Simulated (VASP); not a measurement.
Wanted: the native input for a VASP 6.6.1 run.

- Task: single point
- Functional: LDA
- Potentials or basis: VASP PAW LDA potentials, release 64 (Zn, Ag)
- Cutoff: 520 eV
- k mesh: 2 × 3 × 3
- Occupations: fermi-dirac, width 0.1 eV
- Spin: no spin polarisation
- Dipole correction: no
- Further INCAR settings: ALGO = Normal; EDIFF = 1e-06; NBANDS = 48

The structure of Zn2Ag5 (a cell with a defect) lies in POSCAR:

```
Zn2Ag5
1.0
    8.0826260000      0.0000000000      0.0000000000
    0.0000000000      4.0413130000      0.0000000000
    0.0000000000      0.0000000000      4.0413130000
Zn Ag
2 5
Direct
    0.0000000000      0.0000000000      0.0000000000
    0.5000000000      0.0000000000      0.0000000000
    0.0038027245      0.5000001237      0.5000001237
    0.2499999381      0.4999998763      0.0000000000
    0.5000000000      0.4999998763      0.4999998763
    0.7500000619      0.0000000000      0.4999998763
    0.7500000619      0.4999998763      0.0000000000
```

One way to write it, as run:

INCAR

```
PREC = Accurate
ENCUT = 520
EDIFF = 1E-6
ISMEAR = -1
SIGMA = 0.1
LREAL = False
LASPH = True
NELM = 100
ALGO = Normal
ISIF = 2
LWAVE = False
LCHARG = True
LELF = True
LVHAR = True
NBANDS = 48
```

KPOINTS

```
regular mesh
0
Gamma
  2 3 3
```

Potentials or basis: VASP PAW LDA potentials, release 64 (Zn, Ag).

Run with:

```sh
$ cat potpaw_LDA.64/Zn/POTCAR potpaw_LDA.64/Ag/POTCAR > POTCAR
$ mpirun -np 1 vasp_std > vasp.out
```

It gave:

```json
{
 "Pressure": "-9.3 GPa",
 "Largest force": "0.134 eV/Å",
 "Band gap on the k mesh": "none (metal or under the smearing width)"
}
```

Caveat: the k mesh is coarse (spacing up to 0.52 Å⁻¹), so the values aren't converged.

Run time: 37 s on 1 thread of Intel(R) Xeon(R) 6975P-C (Granite Rapids) (shared host), peak memory 0.19 GiB.
